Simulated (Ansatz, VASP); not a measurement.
**Be2Si: VASP beside Ansatz**

```
Si Be
1.0
     0.00000    2.68757    2.68757
     2.68757    0.00000    2.68757
     2.68757    2.68757    0.00000
Si Be
1 2
Cartesian
  0.0000 0.0000 0.0000
  1.3438 1.3438 1.3438
  4.0313 4.0313 4.0313
```

The cell comes from a database or a generator and needn't be the stable form of this composition.

Alike in both runs: task single point; functional LDA; k mesh 6 × 6 × 6; occupations gaussian, width 0.05 eV; no spin polarisation.

```csv
,VASP,Ansatz
version,VASP 6.6.1,Ansatz 0.2.0
potentials or method,"VASP PAW LDA potentials, release 64 (Si, Be)","scalar-relativistic, plane waves, PAW"
plane-wave cutoff (eV),520,420
valence electrons in the cell,8,8
```

Ansatz gave:

| Item | Value |
| --- | --- |
| gap on the k mesh at the Fermi level (eV) | none |
| pressure (GPa) | -8.3 |

Q: What did VASP give for the same quantities?

A: gap on the k mesh at the Fermi level (eV): none; pressure (GPa): -8.2.

A gap of «none» marks a metal or a gap that the smearing closes.
